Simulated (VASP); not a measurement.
Energy against volume of PbS (rock salt). These are vdW-DF-cx, VASP's PBE PAW potentials (set 64) (plane waves; VASP 6.6.1) values and carry that method's errors. Run with 520 eV cut-off, 8×8×8 Γ-centred mesh, Gaussian smearing of 0.050 eV, potentials Pb_d S.

```csv
V (Å³/atom),E (eV/atom)
25.131,-2.16462
25.909,-2.16985
26.686,-2.16632
27.463,-2.15536
```

Q: Fit these four points and predict the energy of the run at 24.354 Å³/atom.

A: A cubic in V^(−2/3), the third-order Birch-Murnaghan form, passes through the four points with V0 = 25.96 Å³/atom and B0 = 59 GPa, and gives -2.1491 eV/atom there. The run gave -2.1491 eV/atom, -0.0 meV/atom from the fit; all five points give B0 = 59 GPa.

The compound is PbS in the rock salt structure. It was relaxed first.
